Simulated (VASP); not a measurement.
An input for Quantum ESPRESSO's pw.x (written as the equivalent of a VASP run, and not itself run):

```
&CONTROL
  calculation = 'scf'
  pseudo_dir = './pseudo'
  outdir = './out'
  tprnfor = .true.
  tstress = .false.
/
&SYSTEM
  ibrav = 0
  nat = 2
  ntyp = 2
  ecutwfc = 86
  occupations = 'smearing'
  smearing = 'gaussian'
  degauss = 0.003675
  input_dft = 'pbe0'
  nqx1 = 6
  nqx2 = 6
  nqx3 = 6
/
&ELECTRONS
  conv_thr = 7.3e-08
  electron_maxstep = 60
/
ATOMIC_SPECIES
  Zn 65.380 Zn.upf
  Se 78.971 Se.upf
CELL_PARAMETERS angstrom
     0.0000000    2.7810335    2.7810335
     2.7810335    0.0000000    2.7810335
     2.7810335    2.7810335    0.0000000
ATOMIC_POSITIONS crystal
  Zn   1.0000000  0.0000000  1.0000000
  Se   0.2500000  0.2500000  0.2500000
K_POINTS automatic
  6 6 6 0 0 0
```

Task: Translate this input to VASP (INCAR, KPOINTS, POSCAR, choice of POTCAR).

Result: One answer among several that fit: 
### INCAR
```
SYSTEM = ZnSe
PREC = Accurate
ENCUT = 520
EDIFF = 1E-6
NELM = 60
ALGO = Normal
LREAL = .FALSE.
LASPH = .TRUE.
ISMEAR = 0
SIGMA = 0.05
GGA = PE
AEXX = 0.25
HFRCUT = -1
LHFCALC = .TRUE.
PRECFOCK = Fast
ISYM = 3
LMAXMIX = 4
LWAVE = .FALSE.
LCHARG = .FALSE.
ISIF = 2
```

### KPOINTS
```
kpoints
0
gamma
6 6 6
```

File POSCAR:
```
ZnSe
1
    0.0000000000     2.7810334571     2.7810334571
    2.7810334571     0.0000000000     2.7810334571
    2.7810334571     2.7810334571     0.0000000000
Zn Se
1 1
Direct
  1.0000000000   0.0000000000   1.0000000000
  0.2500000000   0.2500000000   0.2500000000
```

POTCAR, in this order: Zn Se (PBE.64 set). Program: vasp_std. Read from the step before: WAVECAR.

The two are equivalent in intent, not identical: the potentials are each code's own (VASP's PAW set, PseudoDojo norm-conserving files in pw.x), so ENCUT and ecutwfc are chosen apart and not converted; conv_thr bounds pw.x's estimated SCF error, while EDIFF bounds the energy change between steps; the singularity of exact exchange is treated differently by default.

The compound is ZnSe in the zinc blende structure. This cell is one point of a volume scan, at 0.91 of the reference volume.
